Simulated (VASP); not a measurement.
Method: PBEsol GGA, VASP's PBE PAW potentials (set 64) (plane waves; VASP).

VASP ran on this input.

File KPOINTS:
```
k-points along high-symmetry lines
7
Line-mode
Reciprocal
  0.000000   0.000000   0.000000 ! GAMMA
  0.500000   0.000000   0.000000 ! X

  0.500000   0.000000   0.000000 ! X
  0.500000   0.500000   0.000000 ! S

  0.500000   0.500000   0.000000 ! S
  0.000000   0.500000   0.000000 ! Y

  0.000000   0.500000   0.000000 ! Y
  0.000000   0.000000   0.000000 ! GAMMA

  0.000000   0.000000   0.000000 ! GAMMA
  0.000000   0.000000   0.500000 ! Z

  0.000000   0.000000   0.500000 ! Z
  0.500000   0.000000   0.500000 ! U

  0.500000   0.000000   0.500000 ! U
  0.500000   0.500000   0.500000 ! R

  0.500000   0.500000   0.500000 ! R
  0.000000   0.500000   0.500000 ! T

  0.000000   0.500000   0.500000 ! T
  0.000000   0.000000   0.500000 ! Z

  0.500000   0.000000   0.000000 ! X
  0.500000   0.000000   0.500000 ! U

  0.000000   0.500000   0.000000 ! Y
  0.000000   0.500000   0.500000 ! T

  0.500000   0.500000   0.000000 ! S
  0.500000   0.500000   0.500000 ! R
```

INCAR:
```
# general
SYSTEM =SnO2
PREC   =Accurate
ENCUT  =520
LREAL  =.FALSE.
LASPH  =.TRUE.
ICHARG =11

# electronic loop
EDIFF  =1E-7
NELM   =100
ALGO   =Normal
LMAXMIX=4

# smearing
ISMEAR =0
SIGMA  =0.05

# functional
GGA    =PS

# output
LWAVE  =.FALSE.
LCHARG =.FALSE.
LORBIT =11
```

File POSCAR:
```
SnO2
1
    4.7422305460     0.0000000000     0.0000000000
    0.0000000000     5.7629058151     0.0000000000
    0.0000000000     0.0000000000     5.2607471579
Sn O
4 8
Direct
  0.5000000000   0.6660215042   0.7500000000
  0.5000000000   0.3339784958   0.2500000000
  0.0000000000   0.8339784958   0.2500000000
  0.0000000000   0.1660215042   0.7500000000
  0.7306425692   0.6059305735   0.0779623671
  0.2693574308   0.3940694265   0.9220376329
  0.7693574308   0.8940694265   0.5779623671
  0.2306425692   0.1059305735   0.4220376329
  0.2306425692   0.8940694265   0.9220376329
  0.7693574308   0.1059305735   0.0779623671
  0.2693574308   0.6059305735   0.4220376329
  0.7306425692   0.3940694265   0.5779623671
```

POTCAR, in this order: Sn_d O (PBE.64 set). Program: vasp_std. Read from the step before: CHGCAR.

The resulting files:

File OSZICAR:
```
       N       E                     dE             d eps       ncg     rms          rms(c)
DAV:   1     0.158346513473E+04    0.15835E+04   -0.49067E+04 12056   0.272E+03
DAV:   2     0.267063078674E+03   -0.13164E+04   -0.12654E+04 10608   0.824E+02
DAV:   3    -0.520559842179E+02   -0.31912E+03   -0.31087E+03 11472   0.281E+02
DAV:   4    -0.782389776668E+02   -0.26183E+02   -0.25833E+02 12736   0.886E+01
DAV:   5    -0.790546384859E+02   -0.81566E+00   -0.81218E+00 12252   0.159E+01
DAV:   6    -0.790944943425E+02   -0.39856E-01   -0.39843E-01 14114   0.322E+00
DAV:   7    -0.790955037678E+02   -0.10094E-02   -0.10093E-02 14550   0.471E-01
DAV:   8    -0.790955233397E+02   -0.19572E-04   -0.19571E-04 14316   0.613E-02
DAV:   9    -0.790955237484E+02   -0.40874E-06   -0.40879E-06 14210   0.906E-03
DAV:  10    -0.790955237529E+02   -0.45275E-08   -0.43104E-08  8198   0.126E-03
   1 F= -.79095524E+02 E0= -.79095524E+02  d E =-.634429E-11
```

### OUTCAR
```
 val. band max:        5.6531715163   @ k =   0.4167   0.0000   0.0000

 cond. band min:       6.8500197380   @ k =   0.0000   0.0000   0.0000



 k-point     1 :       0.0000    0.0000    0.0000
  band No.  band energies     occupation
      1     -14.9104      2.00000
      2     -14.7779      2.00000
      3     -14.6953      2.00000
      4     -14.4039      2.00000
      5     -14.2807      2.00000
      6     -14.1179      2.00000
      7     -14.0184      2.00000
      8     -14.0045      2.00000
      9     -13.9704      2.00000
     10     -13.9281      2.00000
     11     -13.9057      2.00000
     12     -13.9054      2.00000
     13     -13.8694      2.00000
     14     -13.8676      2.00000
     15     -13.8318      2.00000
     16     -13.8205      2.00000
     17     -13.8121      2.00000
     18     -13.8074      2.00000
     19     -13.8019      2.00000
     20     -13.7810      2.00000
     21     -12.9330      2.00000
     22     -11.2673      2.00000
     23     -11.0110      2.00000
     24     -10.9259      2.00000
     25     -10.6513      2.00000
     26      -9.5225      2.00000
     27      -9.4638      2.00000
     28      -9.2893      2.00000
     29      -2.1470      2.00000
     30      -1.1631      2.00000
     31      -0.9873      2.00000
     32       0.5464      2.00000
     33       0.9463      2.00000
     34       1.2503      2.00000
     35       1.5176      2.00000
     36       2.7170      2.00000
     37       2.7274      2.00000
     38       2.7797      2.00000
     39       2.9096      2.00000
     40       3.4611      2.00000
     41       3.6250      2.00000
     42       3.6299      2.00000
     43       4.2551      2.00000
     44       4.2689      2.00000
     45       4.5325      2.00000
     46       4.7628      2.00000
     47       5.0286      2.00000
     48       5.0473      2.00000
     49       5.0599      2.00000
     50       5.4871      2.00000
     51       5.5376      2.00000
     52       5.6386      2.00000
...
```

The density is held fixed in this step, so its total energy and stress have no physical meaning. Unless said otherwise, spin-orbit coupling is left out, though it shifts the bands of the heavy elements here.

The structure comes from a computed database's SnO2 entry (Pbcn); how it stands against other phases isn't given here. It was relaxed first.
